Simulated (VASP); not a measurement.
Data:

```yaml
crystal:
  lattice:
    - [4.36265, 0.00000, 0.00000]
    - [0.00000, 4.36265, 0.00000]
    - [0.00000, 0.00000, 3.19738]
  atoms:
    - { symbol: Mn, position: [0.00000, 0.00000, 0.00000], spin: 4.5 }
    - { symbol: Mn, position: [0.50000, 0.50000, 0.50000], spin: -4.5 }
    - { symbol: F, position: [0.30671, 0.30671, 0.00000] }
    - { symbol: F, position: [0.80671, 0.19329, 0.50000] }
    - { symbol: F, position: [0.19329, 0.80671, 0.50000] }
    - { symbol: F, position: [0.69329, 0.69329, 0.00000] }
```

Calculation: PBE GGA, VASP's PBE PAW potentials (set 64) (plane waves; VASP 6.6.1). Run with 620 eV cut-off, 5×5×7 Γ-centred mesh, Gaussian smearing of 0.050 eV, potentials Mn_pv F.

**Question.** Estimate the cell moment, energy per atom (σ→0), pressure.

**Answer.** 
```json
{
 "cell_moment": "0.00 μB",
 "energy per atom (σ→0)": "-6.200 eV/atom",
 "pressure": "44.95 GPa"
}
```

**Question.** Give the moment on each site (PAW-sphere projection).

**Answer.** 
```csv
site,moment (μB)
Mn1,4.40
Mn2,-4.40
F3,-0.03
F4,0.03
F5,0.03
F6,-0.03
```

The compound is MnF2 in the rutile structure. It was relaxed first under an external pressure of 45 GPa.
